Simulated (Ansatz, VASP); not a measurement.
**One calculation of B2Au, two programs**

Contents of INCAR:

```
PREC = Accurate ; ENCUT = 520
EDIFF = 1E-7 ; ISMEAR = -1
SIGMA = 0.1 ; LREAL = False
LASPH = True ; NELM = 60
ALGO = Normal ; ISIF = 2
LWAVE = False ; LCHARG = True
GGA = PE ; LELF = True
LVHAR = True ; NBANDS = 26
```

KPOINTS

```
Automatic mesh
0
Gamma
  7 10 7
```

The input POSCAR:

```
B2Au
1.0
    4.9738150000      0.0000000000      0.0000000000
    0.0000000000      3.0678110000      0.0000000000
    0.0000000000      0.0000000000      4.3313420000
B Au
4 2
Direct
    0.0590000000      0.2500000000      0.6390000000
    0.4410000000      0.2500000000      0.6390000000
    0.5590000000      0.7500000000      0.3610000000
    0.9410000000      0.7500000000      0.3610000000
    0.2500000000      0.2500000000      0.1508000000
    0.7500000000      0.7500000000      0.8492000000
```

Input for Ansatz:

```yaml
crystal:
  lattice:
    - [4.973815, 0.0, 0.0]
    - [0.0, 3.067811, 0.0]
    - [0.0, 0.0, 4.331342]
  atoms:
    - { symbol: B, position: [0.059, 0.25, 0.639] }
    - { symbol: B, position: [0.441, 0.25, 0.639] }
    - { symbol: B, position: [0.559, 0.75, 0.361] }
    - { symbol: B, position: [0.941, 0.75, 0.361] }
    - { symbol: Au, position: [0.25, 0.25, 0.1508] }
    - { symbol: Au, position: [0.75, 0.75, 0.8492] }
  symmetry: { tolerance: 0.0003 }
kpoints:
  mp_grid: { grid: [7, 10, 7], shift: [0, 0, 0] }
  band_path:
    path:
      - [0.0, 0.0, 0.0]
      - [0.0, 0.5, 0.0]
      - [0.5, 0.5, 0.0]
      - [0.5, 0.0, 0.0]
      - [0.0, 0.0, 0.0]
      - [0.0, 0.0, -0.5]
      - [0.0, 0.5, -0.5]
      - [0.5, 0.5, -0.5]
      - [0.5, 0.0, -0.5]
      - [0.0, 0.0, -0.5]
      - [0.0, 0.5, 0.0]
    npoints: 6
magnetization:
  spin_polarized: false
scf:
  occupations: { method: fermi_dirac }
  lower_state_search: "off"
  max_iter: 200
hamiltonian:
  pseudopotentials: { kind: paw }
  xc: pbe
basis:
  ecutwfc: 420
  fft_grid_basis: typed
output:
  forces: true
  stress: true
  eigenvalues: true
  bader: true
  populations: true
  elf: true
  write_potential: true
  volumetric_format: npy
  dos:
    e_range: [-12, 8]
    de: 0.05
    projected: { site_lists: { Au: [Au], B: [B] } }
checkpoint:
  read: saved_state
```

The cell was built by a generator and needn't be a form met in nature.

Alike in both runs: task single point; functional PBE; k mesh 7 × 10 × 7; no spin polarisation.

|  | VASP | Ansatz |
| --- | --- | --- |
| version | VASP 6.6.1 | Ansatz 0.2.0 |
| potentials or method | VASP PAW PBE potentials, release 64 (B, Au) | PAW plane waves |
| plane-wave cutoff (eV) | 520 | 420 |
| occupations | fermi-dirac, width 0.1 eV | fermi-dirac |
| valence electrons in the cell | 34 | 50 |

```csv
,VASP,Ansatz,Ansatz less VASP
pressure (GPa),-5.4,-5.1,+0.26
largest component of the traceless stress (GPa),12.91,12.88,-0.028
rms of the force components (eV/Å),0.830,0.830,+0.0004
```

Atom by atom the forces differ by 0.001 eV/Å (rms over components). The two sets of potentials don't hold the same shells in valence.

Caveats: forces of over 1 eV/Å show positions far from the minimum, so gaps and moduli don't describe the material at rest. Spin-orbit coupling is left out, which matters for the levels of Au.
